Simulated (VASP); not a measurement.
# NbRu3C (Pm-3m) in VASP: reference runs, part 2 of 2

VASP 6.6.1.

## (5) Equation of state, PBEsol, 13.17 Å³/atom (volume scaled by 0.98)

INCAR

```
SYSTEM = NbRu3C
ALGO = Normal ; EDIFF = 1E-7
ENCUT = 520 ; GGA = PS
ISIF = 2 ; ISMEAR = -1
KPAR = 2 ; LASPH = .TRUE.
LCHARG = .FALSE. ; LREAL = .FALSE.
LWAVE = .FALSE. ; NBANDS = 38
NELM = 100 ; PREC = Accurate
SIGMA = 0.05
```

KPOINTS

```
k-points
0
G
  7 7 7
  0 0 0
```

POSCAR

```
NbRu3C
1.0
    4.0378543726      0.0000000000      0.0000000000
    0.0000000000      4.0378543726      0.0000000000
    0.0000000000      0.0000000000      4.0378543726
Ru Nb C
3 1 1
Direct
    0.5000000000      0.5000000000      0.0000000000
    0.5000000000      0.0000000000      0.5000000000
    0.0000000000      0.5000000000      0.5000000000
    0.0000000000      0.0000000000      0.0000000000
    0.5000000000      0.5000000000      0.5000000000
```

Potentials or basis: VASP PAW PBE potentials, release 64 (Ru_pv, Nb_sv, C).

Started as:

```bash
$ cat potpaw_PBE.64/Ru_pv/POTCAR potpaw_PBE.64/Nb_sv/POTCAR potpaw_PBE.64/C/POTCAR > POTCAR
$ mpirun -np 2 vasp_std > vasp.out
```

OUTCAR:

```text
SYSTEM = NbRu3C
   EDIFF = 1E-7
   ENCUT = 520
   GGA = PS
   ISIF = 2
   ISMEAR = -1
   LASPH = .TRUE.
   LREAL = .FALSE.
   NELM = 100
   PREC = Accurate

 Found     20 irreducible k-points:

 Following reciprocal coordinates:
            Coordinates               Weight
  0.000000  0.000000  0.000000      1.000000
  0.142857  0.000000  0.000000      6.000000
  0.285714  0.000000  0.000000      6.000000
  0.428571  0.000000  0.000000      6.000000
  0.142857  0.142857  0.000000     12.000000
  0.285714  0.142857  0.000000     24.000000
   k-points           NKPTS =     20   k-points in BZ     NKDIM =     20   number of bands    NBANDS=     38
   number of dos      NEDOS =    301   number of ions     NIONS =      5
   total plane-waves  NPLWV =  27000
   dimension x,y,z NGX =    30 NGY =   30 NGZ =   30
   dimension x,y,z NGXF=    60 NGYF=   60 NGZF=   60
   ions per type =               3   1   1
   NGX,Y,Z   is equivalent  to a cutoff of  12.35, 12.35, 12.35 a.u.
   NGXF,Y,Z  is equivalent  to a cutoff of  24.70, 24.70, 24.70 a.u.
 SYSTEM =  NbRu3C
   PREC   = accura    normal or accurate (medium, high low for compatibility)
   ISTART =      0    job   : 0-new  1-cont  2-samecut
   ICHARG =      2    charge: 1-file 2-atom 10-const
   ISPIN  =      1    spin polarized calculation?
[... 59 lines left out ...]
 Fermi energy:        12.3247547814

 k-point     1 :       0.0000    0.0000    0.0000
  band No.  band energies     occupation
      1     -43.5953      2.00000
      2     -31.4047      2.00000
      3     -31.4047      2.00000
      4     -31.4047      2.00000
      5     -30.7118      2.00000
      6     -30.7118      2.00000
[... 235 lines left out ...]
     37      14.7800      0.00000
     38      17.5217      0.00000

 [... further k-points ...]

------------------------ aborting loop because EDIFF is reached ----------------------------------------

  FORCE on cell =-STRESS in cart. coord.  units (eV):
  Direction    XX          YY          ZZ          XY          YZ          ZX
  --------------------------------------------------------------------------------------
  -------------------------------------------------------------------------------------
  Total       -2.6692408     -2.6692408     -2.6692408      0.0000000      0.0000000     -0.0000000
  in kB      -64.9600534    -64.9600534    -64.9600534      0.0000000      0.0000000     -0.0000000
  external PRESSURE =     -64.9600534 kB  Pullay stress =       0.0000000 kB

 VOLUME and BASIS-vectors are now :
 -----------------------------------------------------------------------------
  energy-cutoff  :      520.00
  volume of cell :       65.83
      direct lattice vectors                 reciprocal lattice vectors
     4.037854373  0.000000000  0.000000000     0.247656282  0.000000000  0.000000000
     0.000000000  4.037854373  0.000000000     0.000000000  0.247656282  0.000000000
     0.000000000  0.000000000  4.037854373     0.000000000  0.000000000  0.247656282

 POSITION                                       TOTAL-FORCE (eV/Angst)
 -----------------------------------------------------------------------------------
      2.01893      2.01893      0.00000         0.000000      0.000000      0.000000
      2.01893      0.00000      2.01893         0.000000      0.000000      0.000000
      0.00000      2.01893      2.01893         0.000000      0.000000      0.000000
      0.00000      0.00000      0.00000         0.000000      0.000000      0.000000
      2.01893      2.01893      2.01893         0.000000      0.000000      0.000000
 -----------------------------------------------------------------------------------
    total drift:                                0.000000      0.000000     -0.000000

  FREE ENERGIE OF THE ION-ELECTRON SYSTEM (eV)
  ---------------------------------------------------
  free  energy   TOTEN  =       -51.4022688918 eV

  energy  without entropy=      -51.3806869962  energy(sigma->0) =      -51.39147794
```

stdout:

```text
POSCAR found type information on POSCAR RuNbC
 POSCAR found :  3 types and       5 ions
 scaLAPACK will be used
 -----------------------------------------------------------------------------
|                                                                             |
|                                                                             |
|     You enforced a specific xc type in the INCAR file but a different       |
|     I HOPE YOU KNOW WHAT YOU ARE DOING!                                     |
|                                                                             |
 -----------------------------------------------------------------------------

 LDA part: xc-table for (Slater+PW92), standard interpolation
 POSCAR, INCAR and KPOINTS ok, starting setup
 FFT: planning ... GRIDC
 FFT: planning ... GRID_SOFT
 FFT: planning ... GRID
 WAVECAR not read
 entering main loop
```

Run time: 39 s. Hardware: 2 MPI ranks of AMD EPYC 7R43 (Zen 3), shared host; peak memory 0.15 GiB.

What came out:

* Free energy: -51.4023 eV
* Pressure: -6.5 GPa
* Band gap on the k mesh: none (metal or under the smearing width)

Caveat: the PAW data sets were made with another functional, which shifts forces and pressure a little.

## (6) Equation of state, PBEsol, 13.70 Å³/atom (volume scaled by 1.02)

INCAR is that of step 5.

KPOINTS is that of step 5.

POSCAR: that of step 5 with these lines changed.

```diff
@@ -2,5 +2,5 @@
 1.0
-    4.0378543726      0.0000000000      0.0000000000
-    0.0000000000      4.0378543726      0.0000000000
-    0.0000000000      0.0000000000      4.0378543726
+    4.0920602283      0.0000000000      0.0000000000
+    0.0000000000      4.0920602283      0.0000000000
+    0.0000000000      0.0000000000      4.0920602283
 Ru Nb C
```

Potentials or basis: VASP PAW PBE potentials, release 64 (Ru_pv, Nb_sv, C).

Started as:

```bash
$ cat potpaw_PBE.64/Ru_pv/POTCAR potpaw_PBE.64/Nb_sv/POTCAR potpaw_PBE.64/C/POTCAR > POTCAR
$ mpirun -np 2 vasp_std > vasp.out
```

Wall time 38 s (2 MPI ranks of AMD EPYC 7R43 (Zen 3), shared host); peak memory 0.16 GiB.

Results (log left out):

```yaml
Free_energy: -51.2065 eV
Pressure: -16.7 GPa
Band_gap_on_the_k_mesh: none (metal or under the smearing width)
```

Caveat: the PAW data sets were made with another functional, which shifts forces and pressure a little.

## (7) Equation of state, PBEsol, 13.97 Å³/atom (volume scaled by 1.04)

INCAR is that of step 6.

KPOINTS is that of step 6.

POSCAR: that of step 6 with these lines changed.

```diff
@@ -2,5 +2,5 @@
 1.0
-    4.0920602283      0.0000000000      0.0000000000
-    0.0000000000      4.0920602283      0.0000000000
-    0.0000000000      0.0000000000      4.0920602283
+    4.1186327925      0.0000000000      0.0000000000
+    0.0000000000      4.1186327925      0.0000000000
+    0.0000000000      0.0000000000      4.1186327925
 Ru Nb C
```

Started as:

```bash
$ cat potpaw_PBE.64/Ru_pv/POTCAR potpaw_PBE.64/Nb_sv/POTCAR potpaw_PBE.64/C/POTCAR > POTCAR
$ mpirun -np 2 vasp_std > vasp.out
```

Run time: 41 s. Hardware: 2 MPI ranks of AMD EPYC 7R43 (Zen 3), shared host; peak memory 0.16 GiB.

It converged, with:

- Free energy: -51.0492 eV
- Pressure: -21.0 GPa
- Band gap on the k mesh: none (metal or under the smearing width)

Caveat: the PAW data sets were made with another functional, which shifts forces and pressure a little.

## (8) Equation of state, PBEsol, 14.24 Å³/atom (volume scaled by 1.06)

INCAR is that of step 7.

KPOINTS is that of step 7.

POSCAR: that of step 7 with these lines changed.

```diff
@@ -2,5 +2,5 @@
 1.0
-    4.1186327925      0.0000000000      0.0000000000
-    0.0000000000      4.1186327925      0.0000000000
-    0.0000000000      0.0000000000      4.1186327925
+    4.1448668297      0.0000000000      0.0000000000
+    0.0000000000      4.1448668297      0.0000000000
+    0.0000000000      0.0000000000      4.1448668297
 Ru Nb C
```

Started as:

```bash
$ cat potpaw_PBE.64/Ru_pv/POTCAR potpaw_PBE.64/Nb_sv/POTCAR potpaw_PBE.64/C/POTCAR > POTCAR
$ mpirun -np 2 vasp_std > vasp.out
```

Run time: 38 s. Hardware: 2 MPI ranks of AMD EPYC 7R43 (Zen 3), shared host; peak memory 0.17 GiB.

The run converged. Its results:

- Free energy: -50.8581 eV
- Pressure: -24.8 GPa
- Band gap on the k mesh: none (metal or under the smearing width)

Caveat: the PAW data sets were made with another functional, which shifts forces and pressure a little.

## (9) Single point, PBEsol (atoms moved at random, drawn with an rms of 0.05 Å)

INCAR is that of step 8.

KPOINTS is that of step 8.

POSCAR

```
NbRu3C
1.0
    4.0651380000      0.0000000000      0.0000000000
    0.0000000000      4.0651380000      0.0000000000
    0.0000000000      0.0000000000      4.0651380000
Ru Nb C
3 1 1
Direct
    0.5048240000      0.5020500000      0.0089760000
    0.4887510000     -0.0079510000      0.5003390000
    0.0035380000      0.4976300000      0.5145230000
    0.0025650000      0.0173570000      0.0026820000
    0.5008520000      0.4970720000      0.5049320000
```

Potentials or basis: VASP PAW PBE potentials, release 64 (Ru_pv, Nb_sv, C).

Started as:

```bash
$ cat potpaw_PBE.64/Ru_pv/POTCAR potpaw_PBE.64/Nb_sv/POTCAR potpaw_PBE.64/C/POTCAR > POTCAR
$ mpirun -np 2 vasp_std > vasp.out
```

OUTCAR:

```text
SYSTEM = NbRu3C
   EDIFF = 1E-7
   ENCUT = 520
   GGA = PS
   ISIF = 2
   ISMEAR = -1
   LASPH = .TRUE.
   LREAL = .FALSE.
   NELM = 100
   PREC = Accurate

 ion  position               nearest neighbor table
   1  0.505  0.502  0.009-   5 2.02   5 2.05   2 2.82   4 2.82   4 2.84   3 2.85   3 2.86   2 2.87
                             2 2.88   3 2.89   3 2.89   4 2.91   4 2.93   2 2.93
   2  0.489  0.992  0.500-   5 2.01   5 2.05   3 2.82   1 2.82   4 2.83   4 2.84   3 2.85   1 2.87
                             1 2.88   3 2.90   4 2.91   4 2.92   1 2.93   3 2.93
   3  0.004  0.498  0.515-   5 2.02   5 2.04   4 2.78   2 2.82   2 2.85   4 2.85   1 2.85   1 2.86
                             1 2.89   1 2.89   4 2.90   2 2.90   2 2.93   4 2.97
   4  0.003  0.017  0.003-   3 2.78   1 2.82   2 2.83   1 2.84   2 2.84   3 2.85   3 2.90   2 2.91
                             1 2.91   2 2.92   1 2.93   3 2.97
   5  0.501  0.497  0.505-   2 2.01   1 2.02   3 2.02   3 2.04   1 2.05   2 2.05

  LATTYP: Found a simple cubic cell.
 ALAT       =     4.0651380000

  Lattice vectors:

 A1 = (   4.0651380000,   0.0000000000,   0.0000000000)
 A2 = (   0.0000000000,   4.0651380000,   0.0000000000)
 A3 = (   0.0000000000,   0.0000000000,   4.0651380000)

Analysis of symmetry for initial positions (statically):
=====================================================================
 Subroutine PRICEL returns:
 Original cell was already a primitive cell.

 Routine SETGRP: Setting up the symmetry group for a
 simple cubic supercell.

 Subroutine GETGRP returns: Found  1 space group operations
 (whereof  1 operations were pure point group operations)
 out of a pool of 48 trial point group operations.

The static configuration has the point symmetry C_1 .

Analysis of symmetry for dynamics (positions and initial velocities):
=====================================================================
 Subroutine PRICEL returns:
 Original cell was already a primitive cell.

 Routine SETGRP: Setting up the symmetry group for a
 simple cubic supercell.

 Subroutine GETGRP returns: Found  1 space group operations
 (whereof  1 operations were pure point group operations)
 out of a pool of 48 trial point group operations.

The dynamic configuration has the point symmetry C_1 .

 Subroutine INISYM returns: Found  1 space group operations
 (whereof  1 operations are pure point group operations),
 and found     1 'primitive' translations

----------------------------------------------------------------------------------------

                                     Primitive cell

  volume of cell :      67.1778

  direct lattice vectors                    reciprocal lattice vectors
     4.065138000  0.000000000  0.000000000     0.245994109  0.000000000  0.000000000
     0.000000000  4.065138000  0.000000000     0.000000000  0.245994109  0.000000000
     0.000000000  0.000000000  4.065138000     0.000000000  0.000000000  0.245994109

  length of vectors
     4.065138000  4.065138000  4.065138000     0.245994109  0.245994109  0.245994109

  position of ions in fractional coordinates (direct lattice)
     0.504824000  0.502050000  0.008976000
     0.488751000  0.992049000  0.500339000
     0.003538000  0.497630000  0.514523000
     0.002565000  0.017357000  0.002682000
     0.500852000  0.497072000  0.504932000

  ion indices of the primitive-cell ions
[... 37 lines left out ...]
  0.000000  0.142857  0.000000      2.000000
  0.000000  0.000000  0.142857      2.000000
  0.285714  0.000000  0.000000      2.000000
  0.000000  0.285714  0.000000      2.000000
[... 16 lines left out ...]
  0.000000 -0.285714  0.142857      2.000000
 -0.142857  0.000000  0.285714      2.000000
 [... further k-points ...]
   k-points           NKPTS =    172   k-points in BZ     NKDIM =    172   number of bands    NBANDS=     38
   number of dos      NEDOS =    301   number of ions     NIONS =      5
   total plane-waves  NPLWV =  27000
   dimension x,y,z NGX =    30 NGY =   30 NGZ =   30
   dimension x,y,z NGXF=    60 NGYF=   60 NGZF=   60
   ions per type =               3   1   1
   NGX,Y,Z   is equivalent  to a cutoff of  12.27, 12.27, 12.27 a.u.
   NGXF,Y,Z  is equivalent  to a cutoff of  24.54, 24.54, 24.54 a.u.
 SYSTEM =  NbRu3C
   PREC   = accura    normal or accurate (medium, high low for compatibility)
   ISTART =      0    job   : 0-new  1-cont  2-samecut
   ICHARG =      2    charge: 1-file 2-atom 10-const
   ISPIN  =      1    spin polarized calculation?
   LNONCOLLINEAR =      F non collinear calculations
   LSORBIT =      F    spin-orbit coupling
   LASPH  =      T    aspherical Exc in radial PAW
   ENCUT  =  520.0 eV  38.22 Ry    6.18 a.u.   7.56  7.56  7.56*2*pi/ulx,y,z
   NELM   =    100;   NELMIN=  2; NELMDL= -5     # of ELM steps
   EDIFF  = 0.1E-06   stopping-criterion for ELM
   LREAL  =      F    real-space projection
   EDIFFG = 0.1E-05   stopping-criterion for IOM
   NSW    =      0    number of steps for IOM
   IBRION =     -1    ionic relax: 0-MD 1-quasi-New 2-CG
   NFREE  =      0    steps in history (QN), initial steepest desc. (CG)
   ISIF   =      2    stress and relaxation
   ISYM   =      2    0-nonsym 1-usesym 2-fastsym
   POTIM  = 0.5000    time-step for ionic-motion
   TEBEG  =    0.0;   TEEND  =   0.0 temperature during run
   PSTRESS=    0.0 pullay stress
   NELECT =      59.0000    total number of electrons
   NUPDOWN=      -1.0000    fix difference up-down
   EMIN   =  10.00;   EMAX   =-10.00  energy-range for DOS
   EFERMI =   0.00;   METHOD = LEGACY
   ISMEAR =    -1;   SIGMA  =   0.05  broadening in eV -4-tet -1-fermi 0-gaus
   EFERMI_NEDOS =   21; number of points for ismear=-14 and -15
   IALGO  =     38    algorithm
   IMIX   =      4    mixing-type and parameters
     AMIX     =   0.40;   BMIX     =  1.00
     AMIX_MAG =   1.60;   BMIX_MAG =  1.00
  volume/ion in A,a.u.               =      13.44        90.67
  Fermi-wavevector in a.u.,A,eV,Ry     =   1.567774  2.962664 33.441981  2.457916
  Thomas-Fermi vector in A             =   2.669904
   LORBIT       =      0    0 simple, 1 ext, 2 COOP (PROOUT), +10 PAW based schemes
   GGA     = PS    functional components
   LHFCALC =     F    Hartree Fock is set to
   AEXX    =    0.0000 exact exchange contribution
   IVDW    =     0    specifies the selected vdW correction
   LEPSILON=     F    determine dielectric tensor
   LRPA    =     F    only Hartree local field effects (RPA)
 non-spin polarized calculation
  energy-cutoff  :      520.00
  volume of cell :       67.18
 maximum number of plane-waves:      1839
 NGX is ok and might be reduce to    30
   NGX = 15   NGY = 15   NGZ = 15

 number of electron      59.0000003 magnetization

 Free energy of the ion-electron system (eV)
  ---------------------------------------------------
  ext. energy  EPLUGINS =         0.00000000
  ---------------------------------------------------
  free energy    TOTEN  =       -51.30121086 eV

  energy without entropy =      -51.27834358  energy(sigma->0) =      -51.28977722

 E-fermi :  11.9842     XC(G=0): -13.4830

 val. band max:       11.9788974441   @ k =   0.1429  -0.4286   0.1429
 cond. band min:      11.9848015412   @ k =   0.1429   0.4286   0.1429
 fundamental gap:      0.0059040971
 Fermi energy:        11.9841715811

 k-point     1 :       0.0000    0.0000    0.0000
  band No.  band energies     occupation
      1     -43.9562      2.00000
      2     -31.6826      2.00000
      3     -31.6789      2.00000
      4     -31.6763      2.00000
      5     -31.0224      2.00000
      6     -31.0184      2.00000
[... 973 lines left out ...]
     37      14.3766      0.00000
     38      17.0907      0.00000

 [... further k-points ...]

------------------------ aborting loop because EDIFF is reached ----------------------------------------

  FORCE on cell =-STRESS in cart. coord.  units (eV):
  Direction    XX          YY          ZZ          XY          YZ          ZX
  --------------------------------------------------------------------------------------
  -------------------------------------------------------------------------------------
  Total       -4.7778169     -4.8301885     -4.7906183      0.1015543      0.0494517     -0.0112074
  in kB     -113.9499664   -115.1990186   -114.2552775      2.4220491      1.1794137     -0.2672933
  external PRESSURE =    -114.4680875 kB  Pullay stress =       0.0000000 kB

 VOLUME and BASIS-vectors are now :
 -----------------------------------------------------------------------------
  energy-cutoff  :      520.00
  volume of cell :       67.18
      direct lattice vectors                 reciprocal lattice vectors
     4.065138000  0.000000000  0.000000000     0.245994109  0.000000000  0.000000000
     0.000000000  4.065138000  0.000000000     0.000000000  0.245994109  0.000000000
     0.000000000  0.000000000  4.065138000     0.000000000  0.000000000  0.245994109

 POSITION                                       TOTAL-FORCE (eV/Angst)
 -----------------------------------------------------------------------------------
      2.05218      2.04090      0.03649        -0.013555     -0.043488     -0.255510
      1.98684      4.03282      2.03395         0.089587      0.548559      0.050703
      0.01438      2.02293      2.09161        -0.217178     -0.016053     -0.030738
      0.01043      0.07056      0.01090        -0.005594     -0.303650      0.072475
      2.03603      2.02067      2.05262         0.146740     -0.185367      0.163070
 -----------------------------------------------------------------------------------
    total drift:                               -0.000718      0.000117      0.000156

  FREE ENERGIE OF THE ION-ELECTRON SYSTEM (eV)
  ---------------------------------------------------
  free  energy   TOTEN  =       -51.3012108593 eV

  energy  without entropy=      -51.2783435846  energy(sigma->0) =      -51.28977722
```

Run time: 4.9 min. Hardware: 2 MPI ranks of AMD EPYC 7R43 (Zen 3), shared host; peak memory 0.42 GiB.

What came out:

| Item | Value |
| --- | --- |
| Free energy | -51.3012 eV |
| Pressure | -11.4 GPa |
| Largest force | 0.558 eV/Å |
| Band gap on the k mesh | none (metal or under the smearing width) |

Forces on the atoms (eV/Å):
```
Ru  -0.014 -0.043 -0.256
Ru   0.090  0.549  0.051
Ru  -0.217 -0.016 -0.031
Nb  -0.006 -0.304  0.072
C    0.147 -0.185  0.163
```

Caveat: the PAW data sets were made with another functional, which shifts forces and pressure a little.

## (10) Equation of state, PBEsol

No new run: the results of the series are fitted here.

Results:

```
Equilibrium volume                      : 12.89 Å³/atom
Bulk modulus                            : 310 GPa
Pressure derivative of the bulk modulus : 4.6
```

Energy against volume, from the lowest point:
```
volume (Å³/atom)  energy (meV/atom)
          12.629               5.10
          12.898               0.00
          13.167               5.68
          13.436              20.98
          13.704              44.83
          13.973              76.30
          14.242             114.52
```

Caveat: the PAW data sets were made with another functional, which shifts forces and pressure a little.

## (11) The runs side by side

| task | cell | gap on the mesh (eV) | pressure (GPa) |
| --- | --- | --- | --- |
| single point | as given | none | -11.9 |
| single point | atoms moved at random, drawn with an rms of 0.05 Å | none | -11.4 |
| equation of state | as given | - | - |

Alike in all rows: level PBEsol; potentials or basis VASP PAW PBE potentials, release 64 (Ru_pv, Nb_sv, C); no spin polarisation; k mesh 7 × 7 × 7; cutoff (eV) 520; smearing fermi-dirac 0.05 eV.

Caveats: the PAW data sets were made with another functional, which shifts forces and pressure a little.

Total energies depend on the potentials used, so only differences within one code and one set of settings carry meaning.
